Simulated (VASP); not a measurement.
Level of theory: PBE GGA with D3 dispersion (zero damping), VASP's PBE PAW potentials (set 64) (plane waves; VASP 6.6.1).

VASP input:

### INCAR
```
# general
SYSTEM   =  CuZn
PREC     =  Accurate
ENCUT    =  520   # plane-wave cut-off (eV)
LREAL    =  .FALSE.
LASPH    =  .TRUE.   # aspherical one-centre terms

# electronic loop
EDIFF    =  1E-7   # SCF stop (eV)
NELM     =  100
ALGO     =  Normal   # blocked Davidson
LMAXMIX  =  4   # l cut-off of mixed one-centre charges

# smearing
ISMEAR   =  1   # Methfessel-Paxton
SIGMA    =  0.1

# functional
GGA      =  PE
IVDW     =  11   # D3, zero damping

# ions
ISIF     =  2

# output
LWAVE    =  .FALSE.
LCHARG   =  .FALSE.
```

**POSCAR**
```
CuZn
1
    2.8807900810     0.0000000000     0.0000000000
    0.0000000000     2.8807900810     0.0000000000
    0.0000000000     0.0000000000     2.8807900810
Zn Cu
1 1
Direct
  0.5000000000   0.5000000000   0.5000000000
  0.0000000000   0.0000000000   0.0000000000
```

**KPOINTS**
```
Automatic
0
G
 12 12 12
```

POTCAR, in this order: Zn Cu (PBE.64 set). Program: vasp_std.

Output of the run:

File OSZICAR:
```
       N       E                     dE             d eps       ncg     rms          rms(c)
DAV:   1     0.111573980200E+03    0.11157E+03   -0.11708E+04  2632   0.256E+03
DAV:   2    -0.293092766046E+01   -0.11450E+03   -0.11145E+03  2527   0.334E+02
DAV:   3    -0.604667526496E+01   -0.31157E+01   -0.31061E+01  3045   0.737E+01
DAV:   4    -0.606676441383E+01   -0.20089E-01   -0.20085E-01  2989   0.526E+00
DAV:   5    -0.606702613105E+01   -0.26172E-03   -0.26171E-03  3304   0.638E-01    0.101E+01
DAV:   6    -0.579720808959E+01    0.26982E+00   -0.16657E+01  2758   0.112E+02    0.579E+00
DAV:   7    -0.493555705115E+01    0.86165E+00   -0.37875E+00  2715   0.109E+02    0.259E+00
DAV:   8    -0.493565272435E+01   -0.95673E-04   -0.17212E-01  3231   0.560E+00    0.141E+00
DAV:   9    -0.492543490601E+01    0.10218E-01   -0.17967E-02  3125   0.360E+00    0.710E-02
DAV:  10    -0.492545065585E+01   -0.15750E-04   -0.61680E-04  3846   0.322E-01    0.356E-02
DAV:  11    -0.492545140057E+01   -0.74472E-06   -0.22081E-05  3241   0.160E-01    0.869E-03
DAV:  12    -0.492545014722E+01    0.12533E-05   -0.29010E-06  3640   0.460E-02    0.238E-03
DAV:  13    -0.492544977286E+01    0.37436E-06   -0.36025E-07  2639   0.175E-02    0.789E-04
DAV:  14    -0.492544982143E+01   -0.48572E-07   -0.18524E-08  1736   0.339E-03
   1 F= -.58494834E+01 E0= -.58494699E+01  d E =-.404410E-04
```

OUTCAR:
```
------------------------ aborting loop because EDIFF is reached ----------------------------------------
 Edisp (eV)   -0.92403
  FORCE on cell =-STRESS in cart. coord.  units (eV):
  Direction    XX          YY          ZZ          XY          YZ          ZX
  --------------------------------------------------------------------------------------
  Total       0.69928     0.69928     0.69928    -0.00000    -0.00000    -0.00000
  in kB      46.86290    46.86290    46.86290    -0.00000    -0.00000    -0.00000
  external pressure =       46.86 kB  Pullay stress =        0.00 kB
  volume of cell :       23.91
      direct lattice vectors                 reciprocal lattice vectors
     2.880790081  0.000000000  0.000000000     0.347126994  0.000000000  0.000000000
     0.000000000  2.880790081  0.000000000     0.000000000  0.347126994  0.000000000
     0.000000000  0.000000000  2.880790081     0.000000000  0.000000000  0.347126994
 POSITION                                       TOTAL-FORCE (eV/Angst)
 -----------------------------------------------------------------------------------
      1.44040      1.44040      1.44040         0.000000      0.000000      0.000000
      0.00000      0.00000      0.00000         0.000000      0.000000      0.000000
 -----------------------------------------------------------------------------------
    total drift:                                0.000000      0.000000     -0.000000
  FREE ENERGIE OF THE ION-ELECTRON SYSTEM (eV)
  ---------------------------------------------------
  free  energy   TOTEN  =        -5.8494833712 eV

  energy  without entropy=       -5.8494429303  energy(sigma->0) =       -5.84946989
```
(Selected blocks of OUTCAR.)

**OUTCAR**
```
 val. band max:        6.0857378184   @ k =   0.5000   0.4167   0.2500

 cond. band min:       6.1364787923   @ k =   0.5000   0.3333   0.3333


 Fermi energy:         6.1339680158

 k-point     1 :       0.0000    0.0000    0.0000
  band No.  band energies     occupation
      1      -4.6682      2.00000
      2      -1.8905      2.00000
      3      -1.8905      2.00000
      4      -1.0773      2.00000
      5      -1.0773      2.00000
      6      -1.0773      2.00000
      7       2.4239      2.00000
      8       2.4239      2.00000
      9       3.3469      2.00000
     10       3.3469      2.00000
     11       3.3469      2.00000
     12      12.6731      0.00000
     13      12.6731      0.00000
     14      12.6731      0.00000
     15      17.8843      0.00000

 k-point     2 :       0.0833    0.0000    0.0000
  band No.  band energies     occupation
      1      -4.5364      2.00000
      2      -1.8727      2.00000
      3      -1.8600      2.00000
      4      -1.0895      2.00000
      5      -1.0895      2.00000
      6      -1.0706      2.00000
      7       2.4135      2.00000
      8       2.4365      2.00000
      9       3.2989      2.00000
     10       3.2989      2.00000
     11       3.3407      2.00000
     12      11.4999      0.00000
     13      12.8778      0.00000
     14      12.8778      0.00000
     15      17.9510      0.00000

 k-point     3 :       0.1667    0.0000    0.0000
  band No.  band energies     occupation
      1      -4.1472      2.00000
      2      -1.8233      2.00000
      3      -1.7723      2.00000
      4      -1.1226      2.00000
      5      -1.1226      2.00000
      6      -1.0520      2.00000
      7       2.3846      2.00000
      8       2.4606      2.00000
      9       3.1734      2.00000
     10       3.1734      2.00000
     11       3.3237      2.00000
     12       9.3638      0.00000
     13      13.4722      0.00000
     14      13.4722      0.00000
     15      18.1541      0.00000
...
```

The compound is CuZn in the CsCl type structure. This cell is one point of a volume scan, at 0.97 of the reference volume. The electron count is odd and the run is not spin-polarised, which forces a metal.
